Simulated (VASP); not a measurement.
Runs of VASP 6.6.1 on Si2Mo. The structure is tetragonal, space group I4/mmm (No. 139). Conventional cell: a = 3.200 Å, b = 3.200 Å, c = 7.861 Å, α = 90.00°, β = 90.00°, γ = 90.00°. Si (site symmetry 4mm) is surrounded by 5 Si at 2.61 to 2.63 Å and 5 Mo at 2.62 Å. Around Mo (site symmetry 4/mmm) lie 10 Si at 2.62 Å. 

```tsv
level	potentials or basis	k mesh	cutoff (eV)	gap on the mesh (eV)	pressure (GPa)	relaxed volume (Å³/atom)
RPBE	VASP PAW PBE potentials, release 64 (Si, Mo_sv)	16 × 16 × 16	600	none	0.1	13.73
PBE	VASP PAW PBE potentials, release 64 (Si, Mo)	8 × 8 × 8	300	none	0.0	(b)
PBEsol	VASP PAW PBE potentials, release 64 (Si, Mo_sv)	16 × 16 × 16	600	none	0.0	(a)
r2SCAN	VASP PAW PBE potentials, release 64 (Si, Mo_sv)	16 × 16 × 16	600	none	0.0	13.38
AM05	VASP PAW PBE potentials, release 64 (Si, Mo_sv)	16 × 16 × 16	600	none	0.0	13.18
```

Alike in all rows: task relaxation of cell and atoms; no spin polarisation; cell relaxed; smearing methfessel-paxton 0.1 eV.

Task: Estimate the missing entries.

Result: (a) 13.29; (b) 13.52.

Caveats: the PAW data sets were made with another functional, which shifts forces and pressure a little (some runs); the cutoff is under 1.25 times the usual one of these potentials, so pressure, stress and relaxed cells hold a basis-set (Pulay) error (some runs).

A k mesh can miss the band edges, and the runs leave out spin-orbit coupling on Mo.

A gap of «none» marks a metal or a gap under the smearing width.

Not every run made on this cell is shown here.
